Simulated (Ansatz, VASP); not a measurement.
# TlZn2 in VASP and in Ansatz

INCAR

```
PREC     = Accurate       # precision mode
ENCUT    = 600            # plane-wave cutoff, eV
EDIFF    = 1E-6           # SCF threshold, eV
ISMEAR   = 0              # smearing method
SIGMA    = 0.1            # smearing width, eV
LREAL    = F              # projectors in reciprocal space
LASPH    = T              # aspherical terms in the spheres
NELM     = 80             # most SCF steps
ALGO     = Normal         # electronic algorithm
ISIF     = 3              # what is computed and relaxed
LWAVE    = F              # write WAVECAR
LCHARG   = F              # write CHGCAR
GGA      = PE             # functional
IBRION   = 2              # ionic algorithm
NSW      = 90             # ionic steps
EDIFFG   = -0.04          # ionic threshold
```

File KPOINTS:

```
regular mesh
0
Gamma
  6 6 4
```

POSCAR

```
TlZn2
1.0
    3.5393598378      0.0000000000      0.0000000000
   -1.7696799189      3.0651755327      0.0000000000
    0.0000000000      0.0000000000      5.9773631754
Zn Tl
2 1
Direct
    0.3333333333      0.6666666667      0.8658939274
    0.6666666667      0.3333333333      0.1341060726
    0.0000000000      0.0000000000      0.5000000000
```

Input for Ansatz:

```yaml
crystal:
  lattice:
    - [3.5393598378, 0.0, 0.0]
    - [-1.7696799189, 3.0651755327, 0.0]
    - [0.0, 0.0, 5.9773631754]
  atoms:
    - { symbol: Zn, position: [0.3333333333, 0.6666666667, 0.8658939274] }
    - { symbol: Zn, position: [0.6666666667, 0.3333333333, 0.1341060726] }
    - { symbol: Tl, position: [0.0, 0.0, 0.5] }
basis:
  ecutwfc: 420
kpoints:
  mp_grid: { grid: [6, 6, 4] }
hamiltonian:
  xc: pbe
scf:
  occupations: { method: gaussian, width: 0.1 }
  lower_state_search: "off"
output:
  forces: true
  stress: true
  eigenvalues: true
relax:
  adjacent_minimum: "off"
  f_tol: 0.04
  max_steps: 70
  cell: { stress_tol: 0.4 }
```

Alike in both runs: task relaxation of cell and atoms; functional PBE; k mesh 6 × 6 × 4; occupations gaussian, width 0.1 eV; no spin polarisation.

```csv
,VASP,Ansatz
version,VASP 6.6.1,Ansatz 0.2.0
potentials or method,"VASP PAW PBE potentials, release 64 (Zn, Tl_d)","scalar-relativistic, plane waves, PAW"
plane-wave cutoff (eV),600,420
valence electrons in the cell,37,37
```

Ansatz gave:

```
gap on the k mesh at the Fermi level, each at its own relaxed structure (eV) : none
relaxed volume (Å³/atom)                                                     : 21.72
relaxed cell length with the largest relative difference (Å)                 : 6.250
energy change over the relaxation (meV/atom)                                 : -12
```

Estimate VASP's values.

gap on the k mesh at the Fermi level, each at its own relaxed structure (eV): none; relaxed volume (Å³/atom): 21.75; relaxed cell length with the largest relative difference (Å): 6.265; energy change over the relaxation (meV/atom): -12.

A gap of «none» marks a metal or a gap that the smearing closes.

Spin-orbit coupling is left out, which matters for the levels of Tl.
